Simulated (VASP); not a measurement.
An input for Ansatz (written as the equivalent of a VASP run, and not itself run):

Ansatz 0.2 input:
```yaml
crystal:
  lattice:
    - [0.0000000, 3.1739292, 3.1739292]
    - [3.1739292, 0.0000000, 3.1739292]
    - [3.1739292, 3.1739292, 0.0000000]
  atoms:
    - { symbol: Ba, position: [0.0000000, 0.0000000, 0.0000000] }
    - { symbol: F, position: [0.2500000, 0.2500000, 0.2500000] }
    - { symbol: F, position: [0.7500000, 0.7500000, 0.7500000] }
kpoints:
  mp_grid: { grid: [6, 6, 6] }
hamiltonian:
  xc: r2scan
  pseudopotentials: { kind: paw }
scf:
  occupations: { method: gaussian, width: 0.05 }
  max_iter: 100
output: { forces: true, stress: true, eigenvalues: true }
```

Question: Translate this input to VASP (INCAR, KPOINTS, POSCAR, choice of POTCAR).

Answer: Several could match; the one computed here: 
**INCAR**
```
# general
SYSTEM   =  BaF2
PREC     =  Accurate
ENCUT    =  520
LREAL    =  F
LASPH    =  T

# electronic loop
EDIFF    =  1E-7   # SCF stop (eV)
NELM     =  100   # most electronic steps
ALGO     =  Normal
LMAXMIX  =  4   # l cut-off of mixed one-centre charges
LMIXTAU  =  T

# smearing
ISMEAR   =  0
SIGMA    =  0.05   # width (eV)

# functional
METAGGA  =  R2SCAN

# ions
ISIF     =  2   # forces and stress, cell fixed

# output
LWAVE    =  F
LCHARG   =  F
```

### KPOINTS
```
Regular mesh
0
G
  6 6 6
0 0 0
```

POSCAR:
```
BaF2
3.1739290
  0.0000000000   1.0000000610   1.0000000610
  1.0000000610   0.0000000000   1.0000000610
  1.0000000610   1.0000000610   0.0000000000
Ba F
1 2
Cartesian
  0.0000000000   0.0000000000   0.0000000000
  0.5000000305   0.5000000305   0.5000000305
  1.5000000915   1.5000000915   1.5000000915
```

POTCAR, in this order: Ba_sv F (PBE.64 set). Program: vasp_std.

What does not carry over: each code has its own PAW files, so the cut-off isn't converted (ENCUT is set for VASP's; basis.ecutwfc is left out, and Ansatz then takes the one that its files recommend); Ansatz stops its SCF on the density residual and VASP on the energy change (EDIFF).

The compound is BaF2 in the fluorite structure. This cell is one point of a volume scan, at 1.06 of the reference volume.
